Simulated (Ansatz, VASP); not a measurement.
# SiCl3: VASP beside Ansatz, part 2 of 3

One calculation is typed for both programs; each brings its own data sets. How far apart do they land? The cell is generated by rule, not measured, and may not be a known phase. The cell is taken from a series of runs on this material, whose earlier steps may have relaxed, scaled, displaced or heated it; both programs get it as it stands.

VASP 6.6.1 and Ansatz 0.2.0.

So far: Starting point; Ansatz: zone-centre phonons, PBE.

## (3) VASP: zone-centre phonons, PBE

Level of this step: PBE; plane waves and PAW (Si, Cl); invented cell (VASP).

The same cell, functional, mesh and smearing now go to VASP, with its own data sets.

Lines of VASP's logs that name or quote its potential files are left out, and so is its time.

The input, INCAR:

```
SYSTEM = SiCl3
PREC = Accurate
ENCUT = 500
EDIFF = 1E-08
NELM = 120
ISMEAR = 1
SIGMA = 0.2
LREAL = .FALSE.
ALGO = Normal
GGA = PE
NBANDS = 18
LORBIT = 11
LWAVE = .FALSE.
LCHARG = .FALSE.
ISIF = 2
IBRION = 8
LASPH = .TRUE.
GGA_COMPAT = .FALSE.
KPAR = 2
```

The input, POSCAR:

```
SiCl3
1.0
    4.2936288106      0.0000000000      0.0000000000
    0.0000000000      3.7461488107      5.3678415120
    0.0000000000     -3.7461488107      5.3678415120
Si Cl
1 3
Direct
    0.0000000000      0.9086389754      0.9086389754
    0.5000000000      0.9920012126      0.9920012126
    0.0000000000      0.0171693149      0.5722621480
    0.0000000000      0.5722621480      0.0171693149
```

The input, KPOINTS:

```
Automatic mesh
0
Gamma
10 8 8
0 0 0
```

The projector-augmented-wave data sets are Si and Cl (PBE family, release 64).

On the command line:

```console
> mpirun -np 2 vasp_std
```

Output:

```text
[banner, memory and clock lines left out]
running    2 mpi-ranks, on    1 nodes
 distrk:  each k-point on    1 cores,    2 groups
 distr:  one band on    1 cores,    1 groups

 POSCAR found type information on POSCAR SiCl
 POSCAR found :  2 types and       4 ions
 LDA part: xc-table for (Slater+PW92), standard interpolation
 POSCAR, INCAR and KPOINTS ok, starting setup
 FFT: planning ... GRIDC
 FFT: planning ... GRID_SOFT
 FFT: planning ... GRID
 WAVECAR not read
 entering main loop
       N       E                     dE             d eps       ncg     rms          rms(c)
DAV:   1     0.173026174624E+03    0.17303E+03   -0.93155E+03  4536   0.104E+03
DAV:   2     0.493580717595E+01   -0.16809E+03   -0.16388E+03  5996   0.206E+02
DAV:   3    -0.144185100018E+02   -0.19354E+02   -0.19282E+02  5518   0.808E+01
DAV:   4    -0.147582758614E+02   -0.33977E+00   -0.33940E+00  6160   0.127E+01
DAV:   5    -0.147647148741E+02   -0.64390E-02   -0.64385E-02  6100   0.175E+00    0.131E+01
DAV:   6    -0.144512839009E+02    0.31343E+00   -0.56103E-01  5696   0.424E+00    0.799E+00
DAV:   7    -0.144313473596E+02    0.19937E-01   -0.38746E-01  6014   0.356E+00    0.137E+00
DAV:   8    -0.144246909419E+02    0.66564E-02   -0.63509E-02  5512   0.154E+00    0.475E-01
DAV:   9    -0.144249067031E+02   -0.21576E-03   -0.45055E-03  5314   0.435E-01    0.163E-01
DAV:  10    -0.144249402574E+02   -0.33554E-04   -0.24571E-04  6188   0.118E-01    0.932E-02
DAV:  11    -0.144249846272E+02   -0.44370E-04   -0.68482E-05  5202   0.599E-02    0.235E-02
DAV:  12    -0.144249861850E+02   -0.15577E-05   -0.84392E-06  6298   0.216E-02    0.108E-02
DAV:  13    -0.144249874064E+02   -0.12215E-05   -0.70366E-06  5016   0.168E-02    0.823E-03
DAV:  14    -0.144249872013E+02    0.20519E-06   -0.64293E-07  6898   0.690E-03    0.474E-03
DAV:  15    -0.144249872127E+02   -0.11486E-07   -0.65012E-07  5610   0.515E-03    0.146E-03
DAV:  16    -0.144249872271E+02   -0.14343E-07   -0.55671E-08  5392   0.152E-03    0.633E-04
DAV:  17    -0.144249872725E+02   -0.45386E-07   -0.11175E-08  3868   0.830E-04    0.289E-04
DAV:  18    -0.144249872755E+02   -0.30118E-08   -0.34020E-09  3468   0.427E-04
   1 F= -.14424987E+02 E0= -.14425849E+02  d E =0.258610E-02
 Linear response reoptimize wavefunctions to high precision
DAV:   1    -0.144249872646E+02    0.10858E-07   -0.75537E-10  4218   0.190E-04
DAV:   2    -0.144249872646E+02   -0.10914E-10   -0.59498E-11  3008   0.579E-05
 Linear response DOF=           9
 Linear response progress:
  Degree of freedom:   1/  9
       N       E                     dE             d eps       ncg     rms          rms(c)
RMM:   1    -0.200098793140E-01   -0.20010E-01    0.24233E-02 16769   0.899E-01
RMM:   2    -0.183703844693E-01    0.16395E-02   -0.12562E-03 11425   0.214E-01    0.221E-01
RMM:   3    -0.181185262505E-01    0.25186E-03   -0.97286E-05 11608   0.545E-02    0.130E-01
RMM:   4    -0.178895027632E-01    0.22902E-03   -0.11247E-04 11166   0.617E-02    0.143E-02
RMM:   5    -0.178429406287E-01    0.46562E-04   -0.19870E-05 11497   0.205E-02    0.273E-03
RMM:   6    -0.178473566808E-01   -0.44161E-05   -0.71167E-07 11538   0.498E-03    0.147E-03
RMM:   7    -0.178467696380E-01    0.58704E-06   -0.25404E-07 11256   0.269E-03    0.841E-04
RMM:   8    -0.178453132082E-01    0.14564E-05   -0.47565E-08 12015   0.101E-03    0.173E-04
RMM:   9    -0.178445028896E-01    0.81032E-06   -0.41541E-09 11018   0.408E-04    0.101E-04
RMM:  10    -0.178445099519E-01   -0.70623E-08   -0.42903E-09 12298   0.653E-05    0.405E-05
 first order change of Fermi-energy   0.25929E-05
 force on displaced ion       1 direction 1 :  -2.745  -0.000  -0.002
 Linear response progress:
  Degree of freedom:   2/  9
       N       E                     dE             d eps       ncg     rms          rms(c)
RMM:   1    -0.326470113474E-01   -0.32647E-01   -0.25553E-02 20934   0.113E+00
RMM:   2    -0.226057794718E-01    0.10041E-01   -0.35487E-03 12381   0.346E-01    0.313E-01
RMM:   3    -0.218292704755E-01    0.77651E-03   -0.56469E-04 13130   0.117E-01    0.168E-01
RMM:   4    -0.214963812374E-01    0.33289E-03   -0.21259E-04 13150   0.795E-02    0.449E-02
RMM:   5    -0.214238958407E-01    0.72485E-04   -0.35795E-05 12789   0.387E-02    0.119E-02
RMM:   6    -0.214307945325E-01   -0.68987E-05   -0.29803E-06 12773   0.115E-02    0.521E-03
RMM:   7    -0.214425656763E-01   -0.11771E-04   -0.80096E-07 12466   0.719E-03    0.161E-03
RMM:   8    -0.214442284022E-01   -0.16627E-05    0.33384E-08 13033   0.161E-03    0.602E-04
RMM:   9    -0.214441833267E-01    0.45076E-07   -0.45623E-08 12601   0.895E-04    0.146E-04
RMM:  10    -0.214442104718E-01   -0.27145E-07   -0.36919E-08 13388   0.290E-04    0.856E-05
RMM:  11    -0.214441870665E-01    0.23405E-07   -0.48942E-08 12970   0.108E-04    0.276E-05
RMM:  12    -0.214442454836E-01   -0.58417E-07   -0.72717E-08 13563   0.468E-05    0.941E-06
[...]
RMM:   9    -0.196697502953E-01    0.39514E-06   -0.83456E-08  7786   0.130E-03    0.269E-04
RMM:  10    -0.196693724973E-01    0.37780E-06   -0.69986E-09  8301   0.351E-04    0.866E-05
RMM:  11    -0.196695592122E-01   -0.18671E-06   -0.15969E-08  7957   0.179E-04    0.616E-05
RMM:  12    -0.196695532318E-01    0.59804E-08   -0.40384E-09  8370   0.671E-05    0.151E-05
 first order change of Fermi-energy  -0.45100E+01
[...]
RMM:   1    -0.206099324359E+00   -0.20610E+00    0.81708E-03  9421   0.248E+00
RMM:   2    -0.204827137021E+00    0.12722E-02   -0.30691E-03  7257   0.334E-01    0.116E-01
RMM:   3    -0.204791863369E+00    0.35274E-04   -0.13317E-04  7761   0.701E-02    0.693E-02
RMM:   4    -0.204895215905E+00   -0.10335E-03   -0.40568E-05  8015   0.331E-02    0.148E-02
RMM:   5    -0.204928996324E+00   -0.33780E-04   -0.24616E-06  8075   0.939E-03    0.411E-03
RMM:   6    -0.204931188995E+00   -0.21927E-05   -0.13490E-07  8116   0.220E-03    0.190E-03
RMM:   7    -0.204932301548E+00   -0.11126E-05   -0.63000E-08  7723   0.156E-03    0.501E-04
RMM:   8    -0.204930267594E+00    0.20340E-05   -0.15829E-08  8236   0.448E-04    0.141E-04
RMM:   9    -0.204929890764E+00    0.37683E-06   -0.16124E-08  7819   0.308E-04    0.661E-05
RMM:  10    -0.204929843934E+00    0.46829E-07   -0.68068E-08  8401   0.115E-04    0.143E-05
RMM:  11    -0.204929844097E+00   -0.16264E-09   -0.16364E-07  8304   0.648E-05    0.833E-06
RMM:  12    -0.204929857228E+00   -0.13131E-07   -0.13605E-07  8294   0.564E-05    0.234E-06
RMM:  13    -0.204929860972E+00   -0.37434E-08   -0.13523E-07  7939   0.491E-05    0.998E-07
RMM:  14    -0.204929857247E+00    0.37247E-08   -0.15694E-07  6904   0.476E-05    0.376E-07
RMM:  15    -0.204929857610E+00   -0.36268E-09   -0.16454E-07  5880   0.469E-05    0.113E-07
RMM:  16    -0.204929857804E+00   -0.19433E-09   -0.16597E-07  5399   0.468E-05    0.573E-08
 first order change of Fermi-energy   0.12801E+01
 force on displaced ion       2 direction 3 :   0.000  -0.000  -5.003
 Linear response progress:
  Degree of freedom:   7/  9
       N       E                     dE             d eps       ncg     rms          rms(c)
RMM:   1    -0.197170308874E+00   -0.19717E+00   -0.12002E-02 24842   0.264E+00
RMM:   2    -0.195941752218E+00    0.12286E-02   -0.28632E-03 18605   0.335E-01    0.748E-02
RMM:   3    -0.196069867108E+00   -0.12811E-03   -0.96553E-05 19688   0.651E-02    0.457E-02
RMM:   4    -0.196337916063E+00   -0.26805E-03   -0.50908E-05 20249   0.403E-02    0.822E-03
RMM:   5    -0.196340151024E+00   -0.22350E-05   -0.12836E-06 20650   0.759E-03    0.394E-03
RMM:   6    -0.196338941483E+00    0.12095E-05   -0.20703E-07 20682   0.268E-03    0.699E-04
RMM:   7    -0.196341312288E+00   -0.23708E-05   -0.28612E-08 20660   0.802E-04    0.255E-04
RMM:   8    -0.196342595323E+00   -0.12830E-05   -0.11700E-08 20445   0.398E-04    0.823E-05
RMM:   9    -0.196341801654E+00    0.79367E-06   -0.12434E-08 20717   0.188E-04    0.242E-05
RMM:  10    -0.196342086430E+00   -0.28478E-06   -0.21340E-08 20223   0.783E-05    0.114E-05
RMM:  11    -0.196342103249E+00   -0.16818E-07    0.94240E-08 20908   0.584E-05    0.320E-06
RMM:  12    -0.196342085942E+00    0.17307E-07    0.19968E-09 21226   0.445E-05    0.121E-06
RMM:  13    -0.196342094576E+00   -0.86344E-08    0.16461E-08 20330   0.427E-05    0.458E-07
 first order change of Fermi-energy   0.77859E-04
 force on displaced ion       3 direction 1 :  -1.222  -0.000   0.001
 Linear response progress:
  Degree of freedom:   8/  9
       N       E                     dE             d eps       ncg     rms          rms(c)
RMM:   1    -0.209366382057E+00   -0.20937E+00    0.26474E-02 16896   0.282E+00
RMM:   2    -0.207618545727E+00    0.17478E-02   -0.30754E-03 11803   0.385E-01    0.266E-01
RMM:   3    -0.207855832977E+00   -0.23729E-03   -0.78554E-04 12318   0.130E-01    0.120E-01
RMM:   4    -0.208183161309E+00   -0.32733E-03   -0.24934E-04 12689   0.706E-02    0.331E-02
RMM:   5    -0.208148137398E+00    0.35024E-04   -0.25369E-05 12700   0.285E-02    0.933E-03
RMM:   6    -0.208158867378E+00   -0.10730E-04   -0.84208E-07 13066   0.622E-03    0.527E-03
RMM:   7    -0.208147880901E+00    0.10986E-04   -0.78349E-07 12462   0.600E-03    0.150E-03
RMM:   8    -0.208152844254E+00   -0.49634E-05   -0.41241E-08 13255   0.145E-03    0.590E-04
RMM:   9    -0.208154359421E+00   -0.15152E-05   -0.70411E-09 12788   0.985E-04    0.273E-04
RMM:  10    -0.208152466685E+00    0.18927E-05    0.18550E-08 13409   0.357E-04    0.102E-04
RMM:  11    -0.208152052258E+00    0.41443E-06   -0.32294E-08 12987   0.202E-04    0.327E-05
RMM:  12    -0.208152341709E+00   -0.28945E-06   -0.94984E-08 13544   0.105E-04    0.118E-05
RMM:  13    -0.208152287954E+00    0.53755E-07    0.17621E-07 13304   0.680E-05    0.554E-06
RMM:  14    -0.208152277058E+00    0.10896E-07    0.59323E-08 13956   0.533E-05    0.312E-06
RMM:  15    -0.208152292028E+00   -0.14970E-07    0.96233E-08 13667   0.480E-05    0.870E-07
RMM:  16    -0.208152283655E+00    0.83731E-08    0.11084E-07 12337   0.463E-05    0.331E-07
RMM:  17    -0.208152286124E+00   -0.24693E-08    0.96041E-08  9193   0.454E-05    0.145E-07
 first order change of Fermi-energy  -0.10879E+01
 force on displaced ion       3 direction 2 :   0.000 -10.389   6.572
 Linear response progress:
  Degree of freedom:   9/  9
       N       E                     dE             d eps       ncg     rms          rms(c)
RMM:   1    -0.208188894298E+00   -0.20819E+00    0.59034E-03 16480   0.272E+00
RMM:   2    -0.206117503957E+00    0.20714E-02   -0.35083E-03 11834   0.382E-01    0.207E-01
RMM:   3    -0.206280073278E+00   -0.16257E-03   -0.46403E-04 12352   0.108E-01    0.944E-02
RMM:   4    -0.206527470149E+00   -0.24740E-03   -0.16346E-04 12746   0.593E-02    0.268E-02
RMM:   5    -0.206535991915E+00   -0.85218E-05   -0.18592E-05 12770   0.238E-02    0.756E-03
RMM:   6    -0.206543837260E+00   -0.78453E-05   -0.79065E-07 13011   0.526E-03    0.401E-03
RMM:   7    -0.206537737187E+00    0.61001E-05   -0.57448E-07 12430   0.431E-03    0.113E-03
RMM:   8    -0.206538774656E+00   -0.10375E-05   -0.32695E-08 13133   0.112E-03    0.444E-04
RMM:   9    -0.206539600492E+00   -0.82584E-06   -0.26579E-08 12793   0.738E-04    0.175E-04
RMM:  10    -0.206538617431E+00    0.98306E-06   -0.26411E-08 13295   0.295E-04    0.633E-05
RMM:  11    -0.206538502767E+00    0.11466E-06    0.17227E-08 13222   0.141E-04    0.245E-05
RMM:  12    -0.206538633735E+00   -0.13097E-06    0.45362E-08 13273   0.874E-05    0.882E-06
RMM:  13    -0.206538615293E+00    0.18442E-07    0.19025E-07 13640   0.557E-05    0.394E-06
RMM:  14    -0.206538597765E+00    0.17528E-07    0.64202E-08 13666   0.477E-05    0.169E-06
RMM:  15    -0.206538602637E+00   -0.48722E-08    0.91297E-08 13059   0.432E-05    0.493E-07
 first order change of Fermi-energy   0.16148E+01
 force on displaced ion       3 direction 3 :   0.000   6.571  -6.059
 Linear response finished
```

[end of part 2 of 3]

[Lines on the potential files, build, host, timing and source positions are cut from VASP's logs without a mark.]

[Logs are printed without paths, hosts, clocks, repeated set-up lines and the standing remarks that a program may print on its own settings, such as how far it seeks lower states.]

[Hosts, paths, dates, database ids (printed as entryN), source tags and the programs' standing remarks are cut or masked in the printed files.]
